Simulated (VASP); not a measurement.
Calculation: PBE GGA with D4 dispersion, VASP's PBE PAW potentials (set 64) (plane waves; VASP 6.6.1).

VASP ran on this input.

KPOINTS:
```
k-points along high-symmetry lines
10
Line-mode
Reciprocal
  0.000000   0.000000   0.000000 ! GAMMA
 -0.000000   0.500000   0.000000 ! M

 -0.000000   0.500000   0.000000 ! M
 -0.333333   0.666667   0.000000 ! K

 -0.333333   0.666667   0.000000 ! K
  0.000000   0.000000   0.000000 ! GAMMA

  0.000000   0.000000   0.000000 ! GAMMA
  0.000000   0.000000   0.500000 ! A

  0.000000   0.000000   0.500000 ! A
 -0.000000   0.500000   0.500000 ! L

 -0.000000   0.500000   0.500000 ! L
 -0.333333   0.666667   0.500000 ! H

 -0.333333   0.666667   0.500000 ! H
  0.000000   0.000000   0.500000 ! A

 -0.000000   0.500000   0.500000 ! L
 -0.000000   0.500000   0.000000 ! M

 -0.333333   0.666667   0.500000 ! H
 -0.333333   0.666667   0.000000 ! K
```

**POSCAR**
```
BN
1
    1.2712383907    -2.2018496996     0.0000000000
    1.2712383907     2.2018496996     0.0000000000
    0.0000000000     0.0000000000     4.2045073007
B N
2 2
Direct
  0.6666670000   0.3333330000   0.5002134771
  0.3333330000   0.6666670000   0.0002134771
  0.6666670000   0.3333330000   0.8747865229
  0.3333330000   0.6666670000   0.3747865229
```

### INCAR
```
! general
SYSTEM = BN
PREC   = Accurate
ENCUT  = 520
LREAL  = .FALSE.   ! projection in real space or not
LASPH  = .TRUE.   ! aspherical one-centre terms
ICHARG = 11   ! fixed density

! electronic loop
EDIFF  = 1E-7   ! SCF stop (eV)
NELM   = 100   ! most electronic steps
ALGO   = Normal

! smearing
ISMEAR = 0
SIGMA  = 0.05

! functional
GGA    = PE   ! PBE
IVDW   = 13   ! D4

! output
LWAVE  = .FALSE.
LCHARG = .FALSE.
LORBIT = 11
```

POTCAR, in this order: B N (PBE.64 set). Program: vasp_std. Read from the step before: CHGCAR.

What VASP printed:

### OSZICAR
```
       N       E                     dE             d eps       ncg     rms          rms(c)
DAV:   1     0.491580872418E+02    0.49158E+02   -0.86640E+03  2168   0.129E+03
DAV:   2    -0.306988771711E+02   -0.79857E+02   -0.74600E+02  3044   0.263E+02
DAV:   3    -0.331526024731E+02   -0.24537E+01   -0.24397E+01  2844   0.444E+01
DAV:   4    -0.331680359042E+02   -0.15433E-01   -0.15417E-01  2596   0.349E+00
DAV:   5    -0.331682649792E+02   -0.22907E-03   -0.22900E-03  2736   0.350E-01
DAV:   6    -0.331682718270E+02   -0.68478E-05   -0.68474E-05  2656   0.435E-02
DAV:   7    -0.331682720845E+02   -0.25755E-06   -0.25756E-06  2480   0.643E-03
DAV:   8    -0.331682720969E+02   -0.12324E-07   -0.12300E-07  2048   0.115E-03
   1 F= -.34124720E+02 E0= -.34124720E+02  d E =-.267283E-13
```

### OUTCAR
```
 val. band max:        7.6074989262   @ k =   0.0000   0.0000   0.0000

 cond. band min:      12.7934683630   @ k =  -0.3333   0.6667   0.0000



 k-point     1 :       0.0000    0.0000    0.0000
  band No.  band energies     occupation
      1     -12.8436      2.00000
      2      -8.6693      2.00000
      3      -3.3480      2.00000
      4       5.4734      2.00000
      5       5.4735      2.00000
      6       7.3379      2.00000
      7       7.6074      2.00000
      8       7.6075      2.00000
      9      15.9972      0.00000
     10      15.9972      0.00000
     11      16.2444      0.00000
     12      17.1861      0.00000

 k-point     2 :       0.0000    0.0556    0.0000
  band No.  band energies     occupation
      1     -12.7761      2.00000
      2      -8.6174      2.00000
      3      -3.2812      2.00000
      4       5.1536      2.00000
      5       5.3421      2.00000
      6       7.2662      2.00000
      7       7.3490      2.00000
      8       7.5365      2.00000
      9      15.8672      0.00000
     10      16.1369      0.00000
     11      16.3847      0.00000
     12      17.4068      0.00000

 k-point     3 :       0.0000    0.1111    0.0000
  band No.  band energies     occupation
      1     -12.5745      2.00000
      2      -8.4642      2.00000
      3      -3.0816      2.00000
      4       4.2957      2.00000
      5       4.9934      2.00000
      6       6.6277      2.00000
      7       7.0716      2.00000
      8       7.3293      2.00000
      9      15.6270      0.00000
     10      16.5161      0.00000
     11      16.6236      0.00000
     12      18.0056      0.00000

 k-point     4 :       0.0000    0.1667    0.0000
  band No.  band energies     occupation
      1     -12.2418      2.00000
      2      -8.2200      2.00000
      3      -2.7530      2.00000
      4       3.1106      2.00000
      5       4.5228      2.00000
      6       5.6146      2.00000
      7       6.7373      2.00000
...
```

The density is held fixed in this step, so its total energy and stress have no physical meaning.

The compound is BN in the wurtzite structure, a metastable high-pressure form. It was relaxed first.
